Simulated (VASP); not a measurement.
```yaml
crystal:
  lattice:
    - [1.39305, -2.41283, 0.00000]
    - [1.39305, 2.41283, 0.00000]
    - [0.00000, 0.00000, 4.46338]
  atoms:
    - { symbol: Tc, position: [0.33333, 0.66667, 0.25000] }
    - { symbol: Tc, position: [0.66667, 0.33333, 0.75000] }
```

Calculation: PBE GGA, VASP's PBE PAW potentials (set 64) (plane waves; VASP). Settings: 480 eV cut-off, 14×14×8 Γ-centred mesh, first-order Methfessel-Paxton smearing of 0.10 eV, potentials Tc_pv.

Q: What does the run give for the energy per atom (σ→0), pressure, band gap (on the k-mesh) with the smallest direct gap where there is one?

A: 
| Property | Result |
|---|---|
| band gap (on the k-mesh) | none (metal, semimetal or under 0.01 eV) |
| energy per atom (σ→0) | -10.328 eV/atom |
| pressure | -11.50 GPa |

The absolute energy has meaning only against runs of the same code, potentials and settings.

The compound is Tc in the hcp structure. This cell was strained or had an atom moved on purpose.
